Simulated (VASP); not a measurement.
```xyz
6
Lattice="4.4213 0.0000 0.0000 0.0000 4.4213 0.0000 0.0000 0.0000 2.9161" Properties=species:S:1:pos:R:3 pbc="T T T"
Cr     0.0000     4.4213     2.9161
Cr     2.2106     2.2106     1.4580
O      1.3405     1.3405     0.0000
O      3.5511     0.8702     1.4580
O      0.8702     3.5511     1.4580
O      3.0808     3.0808     2.9161
```
Starting moments (μB, in the order of the record's atoms Cr Cr O O O O): 2.1 2.1 -0.1 -0.1 -0.1 -0.1.

Level of theory: PBE GGA with D3 dispersion (Becke-Johnson damping), VASP's PBE PAW potentials (set 64) (plane waves; VASP). Numerical set-up: 520 eV cut-off, 8×8×12 Γ-centred mesh, tetrahedra with Blöchl corrections, potentials Cr_pv O.

Task: Estimate the cell moment, energy per atom (σ→0), band gap (on the k-mesh) with the smallest direct gap where there is one.

Result: 
```
Item                                                        Result
------------------------  ----------------------------------------
band gap (on the k-mesh)  none (metal, semimetal or under 0.01 eV)
cell moment                                                4.00 μB
energy per atom (σ→0)                               -8.580 eV/atom
```

Task: Give the moment on each site (PAW-sphere projection).

Result: 
| site | moment (μB) |
|---|---|
| Cr1 | 2.10 |
| Cr2 | 2.10 |
| O3 | -0.07 |
| O4 | -0.07 |
| O5 | -0.07 |
| O6 | -0.07 |

The absolute energy has meaning only against runs of the same code, potentials and settings.

The compound is CrO2 in the rutile structure. It was relaxed first.
